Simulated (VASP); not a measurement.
Data:

```
WSe2
1.0
    1.57766    -2.73258     0.00000
    1.57766     2.73258     0.00000
    0.00000     0.00000    11.86449
W Se
2 4
Cartesian
  1.57766   0.91086   2.96612
  1.57766  -0.91086   8.89836
  1.57766   0.91086  10.59949
  1.57766  -0.91086   4.66725
  1.57766  -0.91086   1.26500
  1.57766   0.91086   7.19724
```

These are PBE GGA, VASP's PBE PAW potentials (set 64) (plane waves; VASP 6.6.1) values and carry that method's errors. Run with 500 eV cut-off, 8×8×2 Γ-centred mesh, Gaussian smearing of 0.050 eV, potentials W_sv Se.

Energy and stress use the plane-wave basis of the starting cell. Without a dispersion term in the relaxation, distances and binding between the weakly bound layers, chains or molecules are unreliable, and so is what depends on them.

Task: The ions, cell shape and volume at an external pressure of 30.0 GPa are relaxed. What does this cell relax into?

Result: 
```
WSe2
1.0
    1.54928    -2.68343     0.00000
    1.54928     2.68343     0.00000
    0.00000     0.00000    11.63912
W Se
2 4
Direct
  0.33333   0.66667   0.25000
  0.66667   0.33333   0.75000
  0.33333   0.66667   0.89659
  0.66667   0.33333   0.39659
  0.66667   0.33333   0.10341
  0.33333   0.66667   0.60341
```
Space group P6_3/mmc (194), at a tolerance of 0.03 Å.

Task: How do energy and volume change from the first to the last step?

Result: The energy (σ→0) changes by +142.4 meV/atom and the volume by -5.4 %, in 8 ionic steps.

```tsv
step	E(σ→0) (eV)	max force (eV/Å)	pressure (GPa)	volume (Å³)
1	-41.9579	0.005	20.05	102.30
2	-38.0710	3.222	69.68	87.41
3	-41.3725	0.651	29.49	98.49
4	-41.3426	0.682	29.90	98.33
5	-41.1420	0.113	30.01	97.01
6	-41.1264	0.076	30.02	96.93
7	-41.1085	0.011	30.01	96.80
8	-41.1038	0.002	30.00	96.78
```

The compound is WSe2 in the 2H layered structure. This run relaxes it under an external pressure of 30 GPa. Symmetry was kept, so distortions that lower it aren't found.
